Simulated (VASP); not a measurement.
Output of a VASP run:

File OSZICAR:
```
       N       E                     dE             d eps       ncg     rms          rms(c)
DAV:   1     0.111645734392E+03    0.11165E+03   -0.84530E+03  1222   0.146E+03
DAV:   2     0.336906487072E+00   -0.11131E+03   -0.10848E+03  1272   0.318E+02
DAV:   3    -0.773128697794E+01   -0.80682E+01   -0.79944E+01  1615   0.897E+01
DAV:   4    -0.795245943667E+01   -0.22117E+00   -0.22089E+00  1314   0.169E+01
DAV:   5    -0.796326705417E+01   -0.10808E-01   -0.10807E-01  1809   0.333E+00    0.390E+00
DAV:   6    -0.772986869819E+01    0.23340E+00   -0.44152E-01  1799   0.114E+01    0.218E+00
DAV:   7    -0.771277330007E+01    0.17095E-01   -0.12226E-01  1721   0.312E+00    0.686E-01
DAV:   8    -0.771404244671E+01   -0.12691E-02   -0.11424E-02  1432   0.151E+00    0.156E-01
DAV:   9    -0.771470478421E+01   -0.66234E-03   -0.12019E-03  1487   0.449E-01    0.994E-02
DAV:  10    -0.771482808642E+01   -0.12330E-03   -0.16306E-04  1603   0.152E-01    0.627E-02
DAV:  11    -0.771487743720E+01   -0.49351E-04   -0.16205E-04  1292   0.129E-01    0.467E-02
DAV:  12    -0.771487906951E+01   -0.16323E-05   -0.10390E-05  1347   0.264E-02    0.139E-02
DAV:  13    -0.771487932482E+01   -0.25531E-06   -0.20176E-06  1500   0.887E-03    0.794E-03
DAV:  14    -0.771487960125E+01   -0.27642E-06   -0.15342E-07  1249   0.459E-03    0.217E-03
DAV:  15    -0.771487978875E+01   -0.18751E-06   -0.50986E-08   756   0.220E-03    0.798E-04
DAV:  16    -0.771487982418E+01   -0.35427E-07   -0.10499E-08   656   0.129E-03
   1 F= -.82984700E+01 E0= -.82985465E+01  d E =0.229465E-03
```

**OUTCAR**
```
------------------------ aborting loop because EDIFF is reached ----------------------------------------
 Edisp (eV)   -0.58359
  FORCE on cell =-STRESS in cart. coord.  units (eV):
  Direction    XX          YY          ZZ          XY          YZ          ZX
  --------------------------------------------------------------------------------------
  Total      -1.04179    -1.04179    -1.04179     0.00000     0.00000     0.00000
  in kB     -27.55683   -27.55683   -27.55683     0.00000     0.00000     0.00000
  external pressure =      -27.56 kB  Pullay stress =        0.00 kB
  volume of cell :       60.57
      direct lattice vectors                 reciprocal lattice vectors
     0.000000000  3.117045692  3.117045692    -0.160408300  0.160408300  0.160408300
     3.117045692  0.000000000  3.117045692     0.160408300 -0.160408300  0.160408300
     3.117045692  3.117045692  0.000000000     0.160408300  0.160408300 -0.160408300
  FREE ENERGIE OF THE ION-ELECTRON SYSTEM (eV)
  ---------------------------------------------------
  free  energy   TOTEN  =        -8.2984700378 eV

  energy  without entropy=       -8.2986995028  energy(sigma->0) =       -8.29854653
```
(Selected blocks of OUTCAR.)

File POSCAR:
```
InAs
1
    0.0000000000     3.1170456916     3.1170456916
    3.1170456916     0.0000000000     3.1170456916
    3.1170456916     3.1170456916     0.0000000000
In As
1 1
Direct
  0.0000000000   0.0000000000   0.0000000000
  0.2500000000   0.2500000000   0.2500000000
```

**Question.** Write an INCAR and KPOINTS that could have produced this output.

**Answer.** This is not unique; one that fits is the input of the run itself, PBE GGA with D3 dispersion (Becke-Johnson damping), plane waves, VASP's PBE PAW potentials (set 64).

INCAR:
```
SIGMA  =  0.1
SYSTEM  =  InAs
LWAVE  =  F
LMAXMIX  =  4   # l cut-off of mixed one-centre charges
LASPH  =  T   # aspherical one-centre terms
PREC  =  Accurate
IVDW  =  12   # D3, Becke-Johnson
ISIF  =  2
LREAL  =  F   # projection in real space or not
ISMEAR  =  1
NELM  =  100
LCHARG  =  F
ALGO  =  Normal
GGA  =  PE   # PBE
EDIFF  =  1E-7   # SCF stop (eV)
ENCUT  =  520
```

KPOINTS:
```
Regular mesh
0
gamma
10 10 10
```

POTCAR, in this order: In_d As (PBE.64 set). Program: vasp_std.

The compound is InAs in the zinc blende structure. This cell is one point of a volume scan, at 1.06 of the reference volume.
